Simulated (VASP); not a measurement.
Calculation: PBEsol GGA, VASP's PBE PAW potentials (set 64) (plane waves; VASP 6.6.1).

VASP ran on this input.

File KPOINTS:
```
kpoints
0
Gamma
4 4 8
0 0 0
```

File POSCAR:
```
CdZn3S4
10.9690930
 -0.0008248484   0.4985767686   0.5000000210
  0.4985767686  -0.0008248484   0.5000000210
  0.2488759601   0.2488759601   0.0000000000
Zn S Cd
3 4 1
Cart
  0.2488759601   0.2488759601   0.0005407143
  0.4972435616   0.2493843187   0.2501037798
  0.2493843187   0.4972435616   0.2501037798
  0.1244379800   0.1244379800   0.1253173162
  0.3799846913   0.1177672288   0.3687162526
  0.1177672288   0.3799846913   0.3687162526
  0.3733139401   0.3733139401   0.6384646323
  0.2488759601   0.2488759601   0.4980373775
```

### INCAR
```
LWAVE=.FALSE.
LMAXMIX=4   # l cut-off of mixed one-centre charges
GGA=PS
NEDOS=601
ENCUT=400   # plane-wave cut-off (eV)
LEFG=.TRUE.
SYSTEM=CdZn3S4
LCHARG=.TRUE.
LREAL=.FALSE.   # projection in real space or not
ISMEAR=-5   # tetrahedra, Bloechl
ISIF=2
LASPH=.TRUE.
EDIFF=1E-7   # SCF stop (eV)
ALGO=Normal   # blocked Davidson
NELM=100
LORBIT=11
PREC=Accurate
```

POTCAR, in this order: Zn S Cd (PBE.64 set). Program: vasp_std.

What will the output report for the number of irreducible k-points (NKPTS), number of bands (NBANDS), largest plane-wave count, number of space-group operations, FFT grid (NGX, NGY, NGZ)?

```json
{
  "number of irreducible k-points (NKPTS)": "33",
  "number of bands (NBANDS)": "43",
  "largest_plane_wave_count": "2996",
  "number_of_space_group_operations": "4",
  "FFT grid (NGX, NGY, NGZ)": "54 × 54 × 28"
}
```

The structure was generated: CdZn3S4 was put into an ordered model structure (Amm2), which need not be its known phase. It was relaxed first.
